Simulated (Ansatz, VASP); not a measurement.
# Ni (Ni strained to the junction's net) in two plane-wave programs, part 2 of 2

One calculation is typed for both programs; each brings its own data sets. How far apart do they land? The structure shown is the end of the Ansatz relaxation below.

VASP 6.6.1 and Ansatz 0.2.0.

So far: The structure; Ansatz: relaxation, PBE; VASP: single point, PBE.

### Step 3. VASP: single point, PBE (continued)

Level of this step: PBE, spin-polarised from a ferromagnetic start; plane waves and PAW (Ni) (VASP).

Numbers of over 12 decimals in the logs are rounded to 6 here.

OUTCAR, selected parts (step 3):

```text
ion  position               nearest neighbor table
   1  0.000  0.000  0.000-   2 2.49   3 2.49   3 2.49   2 2.49   3 2.49   2 2.49
   2  0.333  0.667  0.333-   1 2.49   1 2.49   1 2.49   3 2.49   3 2.49   3 2.49
   3  0.667  0.333  0.667-   1 2.49   1 2.49   1 2.49   2 2.49   2 2.49   2 2.49

  LATTYP: Found a hexagonal cell.
 ALAT       =     2.5280000000
 C/A-ratio  =     2.3904699265

 Subroutine GETGRP returns: Found 12 space group operations
 (whereof 12 operations were pure point group operations)

The static configuration has the point symmetry D_3d.

 Found    165 irreducible k-points:

   k-points           NKPTS =    165   k-points in BZ     NKDIM =    165   number of bands    NBANDS=     24

   dimension x,y,z NGX =    20 NGY =   20 NGZ =   48
   dimension x,y,z NGXF=    40 NGYF=   40 NGZF=   96

   ENCUT  =  600.0 eV  44.10 Ry    6.64 a.u.   5.05  5.05 12.07*2*pi/ulx,y,z

   NELECT =      30.0000    total number of electrons

 k-points in reciprocal lattice and weights: Automatic mesh
   0.00000000  0.00000000  0.00000000       0.001
   0.05555556 -0.00000000  0.00000000       0.004
   0.11111111 -0.00000000  0.00000000       0.004
   0.16666667  0.00000000  0.00000000       0.004
   0.22222222  0.00000000  0.00000000       0.004
   0.27777778  0.00000000  0.00000000       0.004
   0.33333333 -0.00000000  0.00000000       0.004
   0.38888889 -0.00000000  0.00000000       0.004
   0.44444444  0.00000000  0.00000000       0.004
[...]
-0.27777778 -0.38888889  0.40000000       0.007
   0.33333333  0.33333333  0.40000000       0.002

 average (electrostatic) potential at core
       1 -82.3042       2 -82.3042       3 -82.3042

 E-fermi :   9.0247

 spin component 1
 k-point     1 :       0.0000    0.0000    0.0000
  band No.  band energies     occupation
    ...
     14       7.8063      0.99999
     15       8.0921      0.99991
     16       8.0921      0.99991
     17       8.0921      0.99991
     18       8.0921      0.99991
     19      19.8625      0.00000
     20      19.8625      0.00000
     21      31.5354      0.00000
     22      31.5355      0.00000
     23      32.4895      0.00000
    ...

 k-point     2 :       0.0556   -0.0000    0.0000
  band No.  band energies     occupation
    ...
     14       7.8100      0.99999
     15       7.9679      0.99997
     16       8.1332      0.99987
     17       8.2033      0.99973
     18       8.3449      0.99888
     19      19.9327      0.00000
     20      19.9347      0.00000
     21      29.8918      0.00000
     22      30.9696      0.00000
     23      31.3316      0.00000
    ...

 k-point     3 :       0.1111   -0.0000    0.0000
  band No.  band energies     occupation
    ...
     14       7.8257      0.99999
     15       7.8371      0.99999
     16       8.2984      0.99930
     17       8.4045      0.99798
     18       8.7578      0.93518
     19      20.1409      0.00000
     20      20.1552      0.00000
     21      27.2325      0.00000
     22      29.6844      0.00000
     23      29.9120      0.00000
    ...

 k-point     4 :       0.1667    0.0000    0.0000
  band No.  band energies     occupation
    ...
     13       7.6728      1.00000
     14       7.7124      1.00000
     15       7.8661      0.99999
     16       8.3759      0.99848
     17       8.7712      0.92654
     18       9.2357      0.10817
     19      20.4847      0.00000
     20      20.5175      0.00000
     21      24.6028      0.00000
     22      28.1510      0.00000
    ...

 k-point     5 :       0.2222    0.0000    0.0000
  band No.  band energies     occupation
    ...
     12       7.4608      1.00000
     13       7.6394      1.00000
     14       7.6693      1.00000
     15       7.9459      0.99998
     16       8.4366      0.99722
     17       9.1759      0.18068
     18       9.7578      0.00065
     19      20.8344      0.00000
     20      20.9611      0.00000
     21      22.2979      0.00000
    ...

 k-point     6 :       0.2778    0.0000    0.0000
  band No.  band energies     occupation
    ...
     12       7.7475      1.00000
     13       7.7507      1.00000
     14       7.8075      0.99999
     15       8.0676      0.99993
     16       8.4820      0.99562
     17       9.6087      0.00290
     18      10.3428      0.00000
     19      19.3439      0.00000
     20      21.5529      0.00000
     21      22.1342      0.00000
    ...

  Total       -1.2519300     -1.2519300     -0.0428926      0.0000000     -0.0000000      0.0000000
  in kB      -59.9715798    -59.9715798     -2.0546967      0.0000000     -0.0000000      0.0000000
  external PRESSURE =     -40.6659521 kB  Pullay stress =       0.0000000 kB

  energy-cutoff  :      600.00
  volume of cell :       33.45
      direct lattice vectors                 reciprocal lattice vectors
     2.528000000  0.000000000  0.000000000     0.395569620  0.228382227  0.000000000
    -1.264000000  2.189312221  0.000000000     0.000000000  0.456764453  0.000000000
     0.000000000  0.000000000  6.043107974     0.000000000  0.000000000  0.165477765

 POSITION                                       TOTAL-FORCE (eV/Angst)
 -----------------------------------------------------------------------------------
      0.00000      0.00000      0.00000         0.000000     -0.000000     -0.000000
     -0.00000      1.45954      2.01437        -0.000000      0.000000      0.000000
      1.26400      0.72977      4.02874         0.000000     -0.000000     -0.000000
 -----------------------------------------------------------------------------------
    total drift:                               -0.000000      0.000000      0.000000

  FREE ENERGIE OF THE ION-ELECTRON SYSTEM (eV)
  ---------------------------------------------------
  free  energy   TOTEN  =       -16.4751597424 eV

  energy  without entropy=      -16.3099381794  energy(sigma->0) =      -16.39254896

 total charge
# of ion       s       p       d       tot
------------------------------------------
    1        0.487   0.476   8.305   9.269
    2        0.487   0.476   8.305   9.269
    3        0.487   0.476   8.305   9.269
--------------------------------------------------
tot          1.462   1.429  24.915  27.806

 magnetization (x)
# of ion       s       p       d       tot
------------------------------------------
    1       -0.006  -0.024   0.661   0.631
    2       -0.006  -0.024   0.661   0.631
    3       -0.006  -0.024   0.661   0.631
--------------------------------------------------
tot         -0.019  -0.072   1.983   1.892

[... 6 further parts left out ...]
```

The run ends at a pressure of -4.07 GPa.

### Step 4. Side by side

Known differences besides the potentials themselves: VASP starts from the moments at which Ansatz ended; the data sets hold 54 valence electrons in Ansatz (on its default PAW (the set named soft_2) files) and 30 in VASP; the cutoff is 420 eV in Ansatz and 600 eV in VASP; Ansatz's pressure holds a Pulay correction, VASP's none; site moments are counted in spheres of each program's own size. Total energies have different zeros and are not compared.

Compared:

```csv
quantity,Ansatz,VASP,difference
pressure (GPa),-3.94,-4.07,+0.13
total moment (μB),1.89,1.85,+0.04
moment on Ni1 (μB),0.67,0.63,+0.04
moment on Ni2 (μB),0.67,0.63,+0.04
moment on Ni3 (μB),0.67,0.63,+0.04
```

### Step 5. What came out

```
difference in total moment (single point, PBE) : 0.040 μB
```

**Reading.** The difference in total moment is 0.040 μB (single point, PBE). The data sets hold unlike numbers of valence electrons (54 in Ansatz and 30 in VASP), so part of the differences comes from the potentials. How closely two codes agree says nothing of how well the functional describes the real material.

[Lines on the potential files, build, host, timing and source positions are cut from VASP's logs without a mark.]

[Logs are printed without paths, hosts, clocks, repeated set-up lines and the standing remarks that a program may print on its own settings, such as how far it seeks lower states.]

[Hosts, paths, dates, database ids (printed as entryN), source tags and the programs' standing remarks are cut or masked in the printed files.]
